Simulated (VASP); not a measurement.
An input for Quantum ESPRESSO's pw.x (written as the equivalent of a VASP run, and not itself run):

```
&CONTROL
  calculation = 'scf'
  pseudo_dir = './pseudo'
  outdir = './out'
  tprnfor = .true.
  tstress = .true.
/
&SYSTEM
  ibrav = 0
  nat = 2
  ntyp = 2
  ecutwfc = 74
  occupations = 'tetrahedra'
  input_dft = 'pbe'
/
&ELECTRONS
  conv_thr = 7.3e-09
  electron_maxstep = 100
/
ATOMIC_SPECIES
  K 39.098 K.upf
  Br 79.904 Br.upf
CELL_PARAMETERS angstrom
     0.0000000    3.7224594    3.7224594
     3.7224594    0.0000000    3.7224594
     3.7224594    3.7224594    0.0000000
ATOMIC_POSITIONS crystal
  K    0.0000000  0.0000000  0.0000000
  Br   0.2500000  0.2500000  0.2500000
K_POINTS automatic
  7 7 7 0 0 0
```

**Question.** Translate this input to VASP (INCAR, KPOINTS, POSCAR, choice of POTCAR).

**Answer.** Several could match; the one computed here: 
KPOINTS:
```
K-points
0
gamma
 7 7 7
0 0 0
```

### INCAR
```
ALGO = Normal
EDIFF = 1E-7
ENCUT = 400
GGA = PE
ISIF = 2
ISMEAR = -5
LASPH = .True.
LCHARG = .True.
LMAXMIX = 4
LORBIT = 11
LREAL = .False.
LWAVE = .False.
NEDOS = 601
NELM = 100
PREC = Accurate
SYSTEM = KBr
```

### POSCAR
```
KBr
3.7224590
  0.0000000000   1.0000001160   1.0000001160
  1.0000001160   0.0000000000   1.0000001160
  1.0000001160   1.0000001160   0.0000000000
K Br
1 1
Cart
  0.0000000000   0.0000000000   0.0000000000
  0.5000000580   0.5000000580   0.5000000580
```

POTCAR, in this order: K_sv Br (PBE.64 set). Program: vasp_std.

Limits of the translation: the potentials are each code's own (VASP's PAW set, PseudoDojo norm-conserving files in pw.x), so ENCUT and ecutwfc are chosen apart and not converted; conv_thr bounds pw.x's estimated SCF error, while EDIFF bounds the energy change between steps.

The structure was generated: KBr was put into the zinc blende type (F-43m), which need not be its known phase. It was relaxed first.
